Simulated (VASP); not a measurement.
Input:

```
Lu
1.0
    1.75000    -3.03109     0.00000
    1.75000     3.03109     0.00000
    0.00000     0.00000     5.55000
Lu
2
Cartesian
  1.75000   1.01037   1.38750
  1.75000  -1.01037   4.16250
```

All values below come from SCAN meta-GGA, VASP's PBE PAW potentials (set 64) (plane waves; VASP). Settings: 520 eV cut-off, 11×11×6 Γ-centred mesh, first-order Methfessel-Paxton smearing of 0.10 eV, potentials Lu_3.

Energy and stress use the plane-wave basis of the starting cell.

The ions, cell shape and volume are relaxed. What does this cell relax into?

```
Lu
1.0
    1.73323    -3.00204     0.00000
    1.73323     3.00204     0.00000
    0.00000     0.00000     5.37190
Lu
2
Direct
  0.33333   0.66667   0.25000
  0.66667   0.33333   0.75000
```
Space group P6_3/mmc (194), at a tolerance of 0.03 Å.

How do energy and volume change from the first to the last step?

The energy (σ→0) changes by -8.3 meV/atom and the volume by -5.1 %, in 7 ionic steps.

The compound is Lu in the hcp structure. This run relaxes it. Symmetry was kept, so distortions that lower it aren't found.
